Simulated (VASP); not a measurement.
Level of theory: PBEsol GGA, VASP's PBE PAW potentials (set 64) (plane waves; VASP).

A VASP calculation is set up with these files.

File KPOINTS:
```
Automatic mesh
0
Gamma
12 12 12
0 0 0
```

**INCAR**
```
SYSTEM = CoAl
PREC = Accurate; ENCUT = 480; LREAL = F
LASPH = T
EDIFF = 1E-7; NELM = 100; ALGO = Normal
LMAXMIX = 4
ISMEAR = 1; SIGMA = 0.1
GGA = PS
ISIF = 2
LWAVE = F; LCHARG = F
```

**POSCAR**
```
CoAl
1
    2.8219163493     0.0000000000     0.0000000000
    0.0000000000     2.8219163493     0.0000000000
    0.0000000000     0.0000000000     2.8219163493
Al Co
1 1
Direct
  0.5000000000   0.5000000000   0.5000000000
  0.0000000000   0.0000000000   0.0000000000
```

POTCAR, in this order: Al Co (PBE.64 set). Program: vasp_std.

Output

OSZICAR:
```
       N       E                     dE             d eps       ncg     rms          rms(c)
DAV:   1     0.333192933153E+02    0.33319E+02   -0.50777E+03  1682   0.119E+03
DAV:   2    -0.137880478923E+02   -0.47107E+02   -0.44807E+02  1698   0.188E+02
DAV:   3    -0.149806817917E+02   -0.11926E+01   -0.11843E+01  2028   0.392E+01
DAV:   4    -0.150014606490E+02   -0.20779E-01   -0.20772E-01  1992   0.465E+00
DAV:   5    -0.150020999223E+02   -0.63927E-03   -0.63926E-03  1996   0.824E-01    0.136E+01
DAV:   6    -0.178426091889E+02   -0.28405E+01   -0.78781E+01  1872   0.134E+02    0.179E+01
DAV:   7    -0.131067887508E+02    0.47358E+01   -0.33908E+01  1844   0.847E+01    0.191E+00
DAV:   8    -0.130980182942E+02    0.87705E-02   -0.24836E-01  1760   0.436E+00    0.124E+00
DAV:   9    -0.130815703246E+02    0.16448E-01   -0.44837E-02  2070   0.294E+00    0.337E-01
DAV:  10    -0.130809318499E+02    0.63847E-03   -0.15734E-03  1996   0.563E-01    0.152E-01
DAV:  11    -0.130809154046E+02    0.16445E-04   -0.39932E-05  2180   0.623E-02    0.311E-02
DAV:  12    -0.130809076101E+02    0.77945E-05   -0.33995E-05  1968   0.823E-02    0.588E-03
DAV:  13    -0.130809075561E+02    0.53949E-07   -0.55194E-07  1856   0.691E-03
   1 F= -.13080908E+02 E0= -.13080836E+02  d E =-.213543E-03
```

### OUTCAR
```
------------------------ aborting loop because EDIFF is reached ----------------------------------------
  FORCE on cell =-STRESS in cart. coord.  units (eV):
  Direction    XX          YY          ZZ          XY          YZ          ZX
  --------------------------------------------------------------------------------------
  Total        0.0323001      0.0323001      0.0323001      0.0000000      0.0000000      0.0000000
  in kB        2.3029338      2.3029338      2.3029338      0.0000000      0.0000000      0.0000000
  external PRESSURE =       2.3029338 kB  Pullay stress =       0.0000000 kB
  volume of cell :       22.47
      direct lattice vectors                 reciprocal lattice vectors
     2.821916349  0.000000000  0.000000000     0.354369115  0.000000000  0.000000000
     0.000000000  2.821916349  0.000000000     0.000000000  0.354369115  0.000000000
     0.000000000  0.000000000  2.821916349     0.000000000  0.000000000  0.354369115
 POSITION                                       TOTAL-FORCE (eV/Angst)
 -----------------------------------------------------------------------------------
      1.41096      1.41096      1.41096         0.000000      0.000000      0.000000
      0.00000      0.00000      0.00000         0.000000      0.000000      0.000000
 -----------------------------------------------------------------------------------
    total drift:                               -0.000000      0.000000     -0.000000
  FREE ENERGIE OF THE ION-ELECTRON SYSTEM (eV)
  ---------------------------------------------------
  free  energy   TOTEN  =       -13.0809075561 eV

  energy  without entropy=      -13.0806940129  energy(sigma->0) =      -13.08083638
```
(Selected blocks of OUTCAR.)

The compound is CoAl in the CsCl type structure. It was relaxed first. The run is not spin-polarised, so no magnetic state was tried.
